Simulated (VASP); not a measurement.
These are LDA (Ceperley-Alder, Perdew-Zunger), VASP's LDA PAW potentials (set 64) (plane waves; VASP) values and carry that method's errors.

VASP ran on this input.

INCAR:
```
ALGO = Normal
EDIFF = 1E-6
ENCUT = 400
ISIF = 2
ISMEAR = -1
ISPIN = 2
LASPH = .True.
LCHARG = .False.
LMAXMIX = 4
LORBIT = 11
LREAL = .False.
LWAVE = .False.
MAGMOM = 4.0 0.0 0.0 0.0 0.0
NELM = 100
PREC = Accurate
SIGMA = 0.1
SYSTEM = FeMoO3
```

**POSCAR**
```
FeMoO3
3.8333680
  1.0000000000   0.0000000000   0.0000000000
  0.0000000000   1.0000000000   0.0000000000
  0.0000000000   0.0000000000   1.0000000000
Fe Mo O
1 1 3
Cartesian
  0.0000000000   0.0000000000   0.0000000000
  0.5000000000   0.5000000000   0.5000000000
  0.0000000000   0.5000000000   0.5000000000
  0.5000000000   0.5000000000   0.0000000000
  0.5000000000   0.0000000000   0.5000000000
```

### KPOINTS
```
K-points
0
gamma
  5 5 5
0 0 0
```

POTCAR, in this order: Fe Mo_sv O (LDA.64 set). Program: vasp_std.

Output

**OSZICAR**
```
       N       E                     dE             d eps       ncg     rms          rms(c)
DAV:   1     0.383654428423E+03    0.38365E+03   -0.19619E+04  1112   0.140E+03
DAV:   2    -0.143021341805E+02   -0.39796E+03   -0.38415E+03  1142   0.423E+02
DAV:   3    -0.512248037196E+02   -0.36923E+02   -0.35568E+02  1322   0.136E+02
DAV:   4    -0.525857811195E+02   -0.13610E+01   -0.13158E+01  1316   0.253E+01
DAV:   5    -0.526331363508E+02   -0.47355E-01   -0.47123E-01  1274   0.444E+00    0.571E+01
DAV:   6    -0.599249656707E+02   -0.72918E+01   -0.15546E+02  1304   0.855E+01    0.601E+01
DAV:   7    -0.456085205336E+02    0.14316E+02   -0.71132E+01  1286   0.124E+02    0.277E+01
DAV:   8    -0.444734341713E+02    0.11351E+01   -0.21968E+01  1290   0.279E+01    0.161E+01
DAV:   9    -0.439050042780E+02    0.56843E+00   -0.79462E+00  1182   0.152E+01    0.764E+00
DAV:  10    -0.436507462422E+02    0.25426E+00   -0.13649E+00  1392   0.789E+00    0.229E+00
DAV:  11    -0.436619242050E+02   -0.11178E-01   -0.64117E-02  1422   0.142E+00    0.236E+00
DAV:  12    -0.436429283279E+02    0.18996E-01   -0.17180E-01  1308   0.260E+00    0.122E+00
DAV:  13    -0.436408627983E+02    0.20655E-02   -0.28703E-02  1366   0.106E+00    0.166E-01
DAV:  14    -0.436409640862E+02   -0.10129E-03   -0.57883E-04  1286   0.136E-01    0.106E-01
DAV:  15    -0.436409219516E+02    0.42135E-04   -0.67755E-05  1404   0.679E-02    0.699E-02
DAV:  16    -0.436409060511E+02    0.15900E-04   -0.25523E-05  1186   0.540E-02    0.354E-02
DAV:  17    -0.436409030693E+02    0.29818E-05   -0.49375E-05  1226   0.381E-02    0.230E-02
DAV:  18    -0.436409017937E+02    0.12756E-05   -0.63274E-06   730   0.186E-02    0.498E-03
DAV:  19    -0.436409018129E+02   -0.19253E-07   -0.21642E-07   540   0.483E-03
   1 F= -.43640902E+02 E0= -.43544345E+02  d E =-.193114E+00  mag=     3.5439
```

OUTCAR:
```
------------------------ aborting loop because EDIFF is reached ----------------------------------------
  FORCE on cell =-STRESS in cart. coord.  units (eV):
  Direction    XX          YY          ZZ          XY          YZ          ZX
  --------------------------------------------------------------------------------------
  Total       -2.3135591     -2.3135591     -2.3135591      0.0000000      0.0000000      0.0000000
  in kB      -65.8035992    -65.8035992    -65.8035992      0.0000000      0.0000000      0.0000000
  external PRESSURE =     -65.8035992 kB  Pullay stress =       0.0000000 kB
  volume of cell :       56.33
      direct lattice vectors                 reciprocal lattice vectors
     3.833368000  0.000000000  0.000000000     0.260867206  0.000000000  0.000000000
     0.000000000  3.833368000  0.000000000     0.000000000  0.260867206  0.000000000
     0.000000000  0.000000000  3.833368000     0.000000000  0.000000000  0.260867206
 POSITION                                       TOTAL-FORCE (eV/Angst)
 -----------------------------------------------------------------------------------
      0.00000      0.00000      0.00000         0.000000      0.000000      0.000000
      1.91668      1.91668      1.91668         0.000000      0.000000      0.000000
      0.00000      1.91668      1.91668         0.000000      0.000000      0.000000
      1.91668      1.91668      0.00000         0.000000      0.000000      0.000000
      1.91668      0.00000      1.91668         0.000000      0.000000      0.000000
 -----------------------------------------------------------------------------------
    total drift:                                0.000000      0.000000      0.000000
  FREE ENERGIE OF THE ION-ELECTRON SYSTEM (eV)
  ---------------------------------------------------
  free  energy   TOTEN  =       -43.6409018129 eV

  energy  without entropy=      -43.4477873687  energy(sigma->0) =      -43.54434459

 total charge

# of ion       s       p       d       tot
------------------------------------------
    1        0.152   0.113   6.211   6.476
    2        2.370   6.370   3.840  12.580
    3        1.589   3.475   0.000   5.064
    4        1.589   3.475   0.000   5.064
    5        1.589   3.475   0.000   5.064
--------------------------------------------------
tot          7.291  16.907  10.051  34.248

 magnetization (x)

# of ion       s       p       d       tot
------------------------------------------
    1        0.027   0.008   3.211   3.246
    2       -0.000  -0.000   0.032   0.031
    3        0.003   0.041   0.000   0.044
    4        0.003   0.041   0.000   0.044
    5        0.003   0.041   0.000   0.044
--------------------------------------------------
tot          0.036   0.131   3.243   3.411
```
(Selected blocks of OUTCAR.)

At this cut-off the stress carries a Pulay error, which pulls relaxed volumes low. The moments were started parallel, and other spin orders were not tried in this run.

The structure was generated: FeMoO3 was put into an ordered model structure, which need not be its known phase. The cell was not relaxed at this level. The k-mesh is coarse (spacing up to 0.33 per Å, 2π included), so the numbers may not be converged in it. The run is one of a series of settings (GGA removed, POTCAR Fe Mo_sv O (LDA.64 set) against the base run), some of them coarse on purpose.
